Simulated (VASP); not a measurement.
Here is the system:

```yaml
crystal:
  lattice:
    - [0.00000, 3.09364, 3.09364]
    - [3.09364, 0.00000, 3.09364]
    - [3.09364, 3.09364, 0.00000]
  atoms:
    - { symbol: Sn, position: [0.00000, 0.00000, 0.00000] }
    - { symbol: Te, position: [0.50000, 0.50000, 0.50000] }
```

Calculation: PBE GGA, VASP's PBE PAW potentials (set 64) (plane waves; VASP). Numerical set-up: 300 eV cut-off, 5×5×5 Γ-centred mesh, Fermi-Dirac smearing of 0.010 eV, potentials Sn_d Te.

At this cut-off the stress carries a Pulay error, which pulls relaxed volumes low.

Question: Estimate the energy per atom (σ→0), pressure.

Answer: 
```
Property                        Value
---------------------  --------------
energy per atom (σ→0)  -3.735 eV/atom
pressure                     5.04 GPa
```

Total energies compare only between runs with the same potentials, cut-off and functional.

The structure is a typed SnTe crystal (Fm-3m). The cell was not relaxed at this level.
